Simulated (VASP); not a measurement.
Here is a VASP 6.6.1 calculation.

Contents of INCAR:

```
SYSTEM = Cd2TeO
PREC = Accurate
ENCUT = 520
EDIFF = 1E-6
ISMEAR = 0
SIGMA = 0.1
LREAL = .False.
LASPH = .True.
NELM = 120
ALGO = Normal
ISIF = 3
LWAVE = .False.
LCHARG = .False.
GGA = PE
IBRION = 2
NSW = 90
EDIFFG = -0.01
KPAR = 4
```

Contents of KPOINTS:

```
Automatic mesh
0
Gamma
  8 8 8
  0 0 0
```

The input POSCAR:

```
Cd2TeO
1.0
   -2.9330000000      2.9330000000      5.7210000000
    2.9330000000     -2.9330000000      5.7210000000
    2.9330000000      2.9330000000     -5.7210000000
Cd Te O
4 2 2
Direct
    0.2137316700      0.1250000000      0.5887316700
    0.5362683300      0.6250000000      0.4112683300
    0.8750000000      0.4637316700      0.0887316700
    0.3750000000      0.7862683300      0.9112683300
    0.0000000000      0.0000000000      0.0000000000
    0.7500000000      0.2500000000      0.5000000000
    0.5000000000      0.5000000000      0.0000000000
    0.2500000000      0.7500000000      0.5000000000
```

Potentials or basis: VASP PAW PBE potentials, release 64 (Cd, Te, O).

The run is started by

```console
$ cat potpaw_PBE.64/Cd/POTCAR potpaw_PBE.64/Te/POTCAR potpaw_PBE.64/O/POTCAR > POTCAR
$ mpirun -np 4 vasp_std > vasp.out
```

(1) Predict the relaxed volume.

(2) What does it give for the relaxed cell?

(3) What does it give for the space group after relaxing (to 0.05 Å)?

Results:

(1) 24.76 Å³/atom.

(2) a = 7.068 Å, b = 7.068 Å, c = 7.068 Å, α = 130.77°, β = 130.77°, γ = 72.18°.

(3) I-42d (No. 122).
